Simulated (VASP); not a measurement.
Given:

```
TiO2
1.0
    4.48454     0.00000     0.00000
    0.00000     4.48454     0.00000
    0.00000     0.00000     2.89816
Ti O
2 4
Cartesian
  0.00000   0.00000   0.00000
  2.24227   2.24227   1.44908
  1.35751   1.35751   0.00000
  3.59978   0.88475   1.44908
  0.88475   3.59978   1.44908
  3.12702   3.12702   0.00000
```

Level of theory: LDA (Ceperley-Alder, Perdew-Zunger), VASP's LDA PAW potentials (set 64) (plane waves; VASP 6.6.1). Numerical set-up: 620 eV cut-off, 5×5×8 Γ-centred mesh, Gaussian smearing of 0.050 eV, potentials Ti_sv O.

**Question.** Estimate the energy per atom (σ→0), pressure, band gap (on the k-mesh) with the smallest direct gap where there is one.

**Answer.** 
```yaml
band gap (on the k-mesh): 1.85 eV
smallest direct gap (on the k-mesh): 1.85 eV
energy per atom (σ→0): -944.2 kJ/mol-atom
pressure: 10.08 GPa
```

Total energies compare only between runs with the same potentials, cut-off and functional.

The compound is TiO2 in the rutile structure. It was relaxed first under an external pressure of 10 GPa.
